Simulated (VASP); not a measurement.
# Si2B3 (P-3m1) in VASP: density of states with PBE

Aim: the density of states of Si2B3 with PBE.

All numbers are computed with VASP 6.6.1; they aren't measurements. Logs are shortened: lines on timing, memory, paths and dates and some standing lists are left out, and cuts for length are marked.

**1. The crystal as given**

Symmetry: P-3m1, No. 164, trigonal system. Conventional cell: a = 3.071 Å, b = 3.071 Å, c = 5.784 Å, α = 90.00°, β = 90.00°, γ = 120.00°. Si (site symmetry 3m) has 4 B at 1.96 to 2.08 Å as nearest neighbours. Around B (site symmetry -3m) lie 6 Si at 2.08 Å. B (site symmetry 3m) has 3 B at 1.80 Å and 1 Si at 1.96 Å as nearest neighbours.

The cell was built by a generator and needn't be a form met in nature.

**2. Density of states, PBE**

The input, POSCAR:

```
Si2B3                                   
1.0
    3.0707464795      0.0000000000      0.0000000000
   -1.5353732447      2.6593444617      0.0000000000
    0.0000000000      0.0000000000      5.7838467753
  Si              B             
     2     3
Direct
     0.6666666699999979    0.3333333300000021    0.8107426515218421
     0.3333333300000021    0.6666666699999979    0.1892573484781579
     0.0000000000000000    0.0000000000000000    0.0000000000000000
     0.3333333300000021    0.6666666699999979    0.5289033267486545
     0.6666666699999979    0.3333333300000021    0.4710966732513455
```

The input, INCAR.step1:

```
SYSTEM = Si2B3
PREC = Accurate
ENCUT = 520
EDIFF = 1E-6
ISMEAR = 0
SIGMA = 0.1
LREAL = .False.
LASPH = .True.
NELM = 100
ALGO = Fast
ISIF = 2
LWAVE = .False.
LCHARG = .True.
GGA = PE
NBANDS = 16
KPAR = 2
```

The input, KPOINTS.step1:

```
regular mesh
0
Gamma
  12 12 6
  0 0 0
```

The input, INCAR.step2:

```
SYSTEM = Si2B3
PREC = Accurate
ENCUT = 520
EDIFF = 1E-6
ISMEAR = -5
SIGMA = 0.1
LREAL = .False.
LASPH = .True.
NELM = 100
ALGO = Fast
ISIF = 2
LWAVE = .False.
LCHARG = .False.
GGA = PE
LORBIT = 11
NBANDS = 16
KPAR = 2
NEDOS = 1001
ICHARG = 11
```

The input, KPOINTS.step2:

```
regular mesh
0
Gamma
  18 18 9
  0 0 0
```

Potentials or basis: VASP PAW PBE potentials, release 64 (Si, B).

Launch:

```bash
> cat potpaw_PBE.64/Si/POTCAR potpaw_PBE.64/B/POTCAR > POTCAR
> cp INCAR.step1 INCAR
> cp KPOINTS.step1 KPOINTS
> mpirun -np 2 vasp_std > vasp.out
> cp INCAR.step2 INCAR
> cp KPOINTS.step2 KPOINTS
> mpirun -np 2 vasp_std > vasp.out
```

OUTCAR:

```text
SYSTEM = Si2B3
   PREC = Accurate
   ENCUT = 520
   EDIFF = 1E-6
   ISMEAR = -5
   LREAL = .False.
   LASPH = .True.
   NELM = 100
   ISIF = 2
   GGA = PE
   LORBIT = 11
   ICHARG = 11

 ion  position               nearest neighbor table
   1  0.667  0.333  0.811-   5 1.96   3 2.08   3 2.08   3 2.08   4 2.41   4 2.41   4 2.41   2 2.82
                             2 2.82   2 2.82
   2  0.333  0.667  0.189-   4 1.96   3 2.08   3 2.08   3 2.08   5 2.41   5 2.41   5 2.41   1 2.82
                             1 2.82   1 2.82
   3  0.000  0.000  0.000-   1 2.08   2 2.08   1 2.08   2 2.08   1 2.08   2 2.08
   4  0.333  0.667  0.529-   5 1.80   5 1.80   5 1.80   2 1.96   1 2.41   1 2.41   1 2.41
   5  0.667  0.333  0.471-   4 1.80   4 1.80   4 1.80   1 1.96   2 2.41   2 2.41   2 2.41

  LATTYP: Found a hexagonal cell.
 ALAT       =     3.0707464795
 C/A-ratio  =     1.8835311915

  Lattice vectors:

 A1 = (   3.0707464795,   0.0000000000,   0.0000000000)
 A2 = (  -1.5353732447,   2.6593444617,   0.0000000000)
 A3 = (   0.0000000000,   0.0000000000,   5.7838467753)

Analysis of symmetry for initial positions (statically):
=====================================================================
 Subroutine PRICEL returns:
 Original cell was already a primitive cell.

 Routine SETGRP: Setting up the symmetry group for a
 hexagonal supercell.

 Subroutine GETGRP returns: Found 12 space group operations
 (whereof 12 operations were pure point group operations)
 out of a pool of 24 trial point group operations.

The static configuration has the point symmetry D_3d.

Analysis of symmetry for dynamics (positions and initial velocities):
=====================================================================
 Subroutine PRICEL returns:
 Original cell was already a primitive cell.

 Routine SETGRP: Setting up the symmetry group for a
 hexagonal supercell.

 Subroutine GETGRP returns: Found 12 space group operations
 (whereof 12 operations were pure point group operations)
 out of a pool of 24 trial point group operations.

The dynamic configuration has the point symmetry D_3d.

 Subroutine INISYM returns: Found 12 space group operations
 (whereof 12 operations are pure point group operations),
 and found     1 'primitive' translations

----------------------------------------------------------------------------------------

[... 114 lines left out ...]
   EFERMI =   0.00;   METHOD = LEGACY
   ISMEAR =    -5;   SIGMA  =   0.10  broadening in eV -4-tet -1-fermi 0-gaus
   EFERMI_NEDOS =   21; number of points for ismear=-14 and -15
   IALGO  =     68    algorithm
   IMIX   =      4    mixing-type and parameters
     AMIX     =   0.40;   BMIX     =  1.00
     AMIX_MAG =   1.60;   BMIX_MAG =  1.00
  volume/ion in A,a.u.               =       9.45        63.75
  Fermi-wavevector in a.u.,A,eV,Ry     =   1.164518  2.200619 18.450875  1.356101
  Thomas-Fermi vector in A             =   2.301055
   LORBIT       =     11    0 simple, 1 ext, 2 COOP (PROOUT), +10 PAW based schemes
   GGA     = PE    functional components
   LHFCALC =     F    Hartree Fock is set to
   AEXX    =    0.0000 exact exchange contribution
   IVDW    =     0    specifies the selected vdW correction
   LEPSILON=     F    determine dielectric tensor
   LRPA    =     F    only Hartree local field effects (RPA)
 non-spin polarized calculation
 RMM-DIIS sequential band-by-band and
 Fermi weights with tetrahedron method with Bloechl corrections
  energy-cutoff  :      520.00
  volume of cell :       47.23
 maximum number of plane-waves:      1305
 NGX is ok and might be reduce to    24

 number of electron      17.0000000 magnetization

 Free energy of the ion-electron system (eV)
  ---------------------------------------------------
  ext. energy  EPLUGINS =         0.00000000
  ---------------------------------------------------
  free energy    TOTEN  =       -29.43552465 eV

  energy without entropy =      -29.43552465  energy(sigma->0) =      -29.43552465

 E-fermi :   9.1399     XC(G=0): -11.6792

 val. band max:        9.2143462388   @ k =  -0.0556   0.5000   0.2222
 cond. band min:       9.0489145488   @ k =   0.4444   0.1111   0.4444
 fundamental gap:     -0.1654316900
 Fermi energy:         9.1398916141

 k-point     1 :       0.0000    0.0000    0.0000
  band No.  band energies     occupation
      1      -6.3148      2.00000
      2      -2.6918      2.00000
      3      -2.0166      2.00000
      4       6.8787      2.00000
      5       8.4790      2.00000
      6       8.4791      2.00000
[... 433 lines left out ...]
      3       0.6433      2.00000
      4       1.7953      2.00000
      5       2.7846      2.00000
      6       4.1588      2.00000
[... 8 lines left out ...]
     15      16.3489      0.00000
     16      18.8709      0.00000

 [... further k-points ...]

------------------------ aborting loop because EDIFF is reached ----------------------------------------

  FORCE on cell =-STRESS in cart. coord.  units (eV):
  Direction    XX          YY          ZZ          XY          YZ          ZX
  --------------------------------------------------------------------------------------
  -------------------------------------------------------------------------------------
  Total       -0.0541091     -0.0541091     -0.2195574      0.0000000      0.0000000      0.0000000
  in kB       -1.8354644     -1.8354644     -7.4477211      0.0000000      0.0000000      0.0000000
  external PRESSURE =      -3.7062166 kB  Pullay stress =       0.0000000 kB

 VOLUME and BASIS-vectors are now :
 -----------------------------------------------------------------------------
  energy-cutoff  :      520.00
  volume of cell :       47.23
      direct lattice vectors                 reciprocal lattice vectors
     3.070746479  0.000000000  0.000000000     0.325653715  0.188016261  0.000000000
    -1.535373245  2.659344462  0.000000000     0.000000000  0.376032520  0.000000000
     0.000000000  0.000000000  5.783846775     0.000000000  0.000000000  0.172895313

 POSITION                                       TOTAL-FORCE (eV/Angst)
 -----------------------------------------------------------------------------------
      1.53537      0.88645      4.68921         0.000000     -0.000000     -0.007324
     -0.00000      1.77290      1.09464        -0.000000      0.000000      0.007324
      0.00000      0.00000      0.00000        -0.000000      0.000000      0.000000
     -0.00000      1.77290      3.05910        -0.000000      0.000000     -0.016708
      1.53537      0.88645      2.72475        -0.000000     -0.000000      0.016708
 -----------------------------------------------------------------------------------
    total drift:                               -0.000000     -0.000000     -0.000000

  FREE ENERGIE OF THE ION-ELECTRON SYSTEM (eV)
  ---------------------------------------------------
  free  energy   TOTEN  =       -29.4355246500 eV

  energy  without entropy=      -29.4355246500  energy(sigma->0) =      -29.43552465

 total charge

# of ion       s       p       d       tot
------------------------------------------
    1        0.720   0.855   0.000   1.575
    2        0.720   0.855   0.000   1.575
    3        0.697   1.356   0.000   2.053
    4        0.668   1.262   0.000   1.931
    5        0.668   1.262   0.000   1.931
--------------------------------------------------
tot          3.474   5.590   0.000   9.064
```

Wall time 90 s (2 MPI ranks of Intel Xeon Platinum 8488C (Sapphire Rapids), shared host); peak memory 0.28 GiB.

Results:

* Valence electrons inside the program's atomic spheres: Si 1.57; B 2.05, 1.93

States per cell in windows of 0.5 eV (zero at the Fermi level; states under -8 eV left out):
```csv
from (eV),total,B4_p,B5_p,B3_p,Si1_p,Si2_p,Si1_s
-8.0,0.58,0.04,0.04,0.03,0.04,0.04,0.02
-7.5,0.59,0.04,0.04,0.04,0.04,0.04,0.02
-7.0,0.46,0.03,0.03,0.03,0.03,0.03,0.01
-6.5,0.52,0.03,0.03,0.04,0.03,0.03,0.02
-6.0,0.68,0.05,0.05,0.06,0.04,0.04,0.02
-5.5,0.84,0.06,0.06,0.08,0.05,0.05,0.03
-5.0,0.71,0.06,0.06,0.06,0.04,0.04,0.02
-4.5,0.87,0.08,0.08,0.08,0.05,0.05,0.02
-4.0,0.86,0.09,0.09,0.09,0.05,0.05,0.02
-3.5,1.02,0.12,0.12,0.11,0.06,0.06,0.02
-3.0,1.07,0.13,0.13,0.13,0.06,0.06,0.02
-2.5,0.79,0.09,0.09,0.11,0.04,0.04,0.01
-2.0,0.74,0.10,0.10,0.11,0.04,0.04,0.01
-1.5,0.60,0.08,0.08,0.08,0.03,0.03,0.01
-1.0,0.55,0.07,0.07,0.08,0.03,0.03,0.01
-0.5,0.46,0.04,0.04,0.07,0.02,0.02,0.02
0.0,0.48,0.03,0.03,0.07,0.02,0.02,0.02
0.5,0.31,0.02,0.02,0.02,0.02,0.02,0.03
1.0,0.34,0.02,0.02,0.02,0.02,0.02,0.03
1.5,0.49,0.03,0.03,0.03,0.03,0.03,0.04
2.0,0.61,0.03,0.03,0.03,0.04,0.04,0.04
2.5,0.73,0.04,0.04,0.03,0.05,0.05,0.04
3.0,0.71,0.04,0.04,0.03,0.05,0.05,0.03
3.5,0.88,0.04,0.04,0.03,0.07,0.07,0.03
4.0,0.93,0.05,0.05,0.04,0.08,0.08,0.03
4.5,0.84,0.04,0.04,0.03,0.08,0.08,0.02
5.0,0.94,0.05,0.05,0.03,0.10,0.10,0.01
5.5,0.90,0.05,0.05,0.03,0.09,0.09,0.01
6.0,0.97,0.08,0.08,0.04,0.08,0.08,0.01
6.5,1.09,0.08,0.08,0.04,0.07,0.07,0.01
7.0,1.07,0.08,0.08,0.06,0.07,0.07,0.01
7.5,0.96,0.08,0.08,0.06,0.06,0.06,0.01
```

Caveat: tetrahedron occupations give inexact forces and stress in metals.
